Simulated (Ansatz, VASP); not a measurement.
This is a calculation of Cs3Pt for VASP 6.6.1.

The input INCAR:

```
ALGO = Normal
EDIFF = 1E-7
ENCUT = 520
GGA = PE
ISIF = 2
ISMEAR = -1
LASPH = T
LCHARG = F
LREAL = F
LWAVE = F
NBANDS = 26
NELM = 100
PREC = Accurate
SIGMA = 0.05
```

KPOINTS

```
k-points
0
Gamma
  5 5 5
```

Contents of POSCAR:

```
Cs3Pt
1.0
    5.8909690823      0.0000000000      0.0000000000
    0.0000000000      5.8909690823      0.0000000000
    0.0000000000      0.0000000000      5.8909690823
Pt Cs
1 3
Direct
    0.5000000000      0.5000000000      0.5000000000
    0.5000000000      0.0000000000      0.0000000000
    0.0000000000      0.5000000000      0.0000000000
    0.0000000000      0.0000000000      0.5000000000
```

Potentials or basis: VASP PAW PBE potentials, release 64 (Pt, Cs_sv).

Launch:

```bash
$ cat potpaw_PBE.64/Pt/POTCAR potpaw_PBE.64/Cs_sv/POTCAR > POTCAR
$ mpirun -np 1 vasp_std > vasp.out
```

Task: Translate it to Ansatz 0.2.0. Potentials there: Ansatz PAW.

Result: As run (the cutoff follows the program's own potentials):

File input.yaml:

```yaml
crystal:
  lattice:
    - [5.8909690823, 0.0, 0.0]
    - [0.0, 5.8909690823, 0.0]
    - [0.0, 0.0, 5.8909690823]
  atoms:
    - { symbol: Pt, position: [0.5, 0.5, 0.5] }
    - { symbol: Cs, position: [0.5, 0.0, 0.0] }
    - { symbol: Cs, position: [0.0, 0.5, 0.0] }
    - { symbol: Cs, position: [0.0, 0.0, 0.5] }
hamiltonian:
  xc: pbe
  pseudopotentials: { kind: paw }
kpoints:
  mp_grid: { grid: [5, 5, 5] }
scf:
  occupations: { method: fermi_dirac, width: 0.05 }
output:
  forces: true
  stress: true
  eigenvalues: true
```

Potentials or basis: Ansatz PAW.

Launch:

```console
$ ansatz run input.yaml --threads 2 --pin off --max-ram 5120MiB --backend cpu --events-out ev --progress --plain --runs-dir out
```

Both were run:

|  | VASP | Ansatz | Ansatz less VASP |
| --- | --- | --- | --- |
| gap on the k mesh at the Fermi level (eV) | none | none | - |
| pressure (GPa) | -0.6 | -0.6 | -0.02 |

A gap of «none» marks a metal or a gap that the smearing closes. With one functional, cell and mesh, what is left measures potentials, basis and numerics. The two sets of potentials don't hold the same shells in valence.

Spin-orbit coupling is left out, which matters for the levels of Cs, Pt.
